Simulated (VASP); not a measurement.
Input:

```
HfN
1.0
    0.00000     2.27515     2.21097
    2.22922     0.00000     2.21097
    2.22922     2.27515     0.00000
Hf N
1 1
Direct
  0.00000   0.00000   0.00000
  0.49551   0.50449   0.50449
```
Cell charge -0.1.

Method: PBE GGA, VASP's PBE PAW potentials (set 64) (plane waves; VASP). Numerical set-up: NELECT = 15.1, 520 eV cut-off, 13×13×13 Γ-centred mesh, Gaussian smearing of 0.050 eV, potentials Hf_pv N.

The cell is charged, with a uniform compensating background.

Give the force on each atom (eV/Å).

```csv
atom,Fx,Fy,Fz
Hf1,0.269,0.000,0.000
N2,-0.269,0.000,0.000
```

Give the stress tensor in GPa (positive for a compressed cell).

```
20.86   0.00   0.00
 0.00   9.21   0.00
 0.00   0.00  25.25
```
The pressure is its mean diagonal, 18.44 GPa.

The compound is HfN in the rock salt structure. The cell was not relaxed at this level, atoms are displaced from their ideal sites. The run is one of a series of settings (ISMEAR = 0, NELECT = 15.1, SIGMA = 0.05 against the base run), some of them coarse on purpose. The electron count is odd and the run is not spin-polarised, which forces a metal.
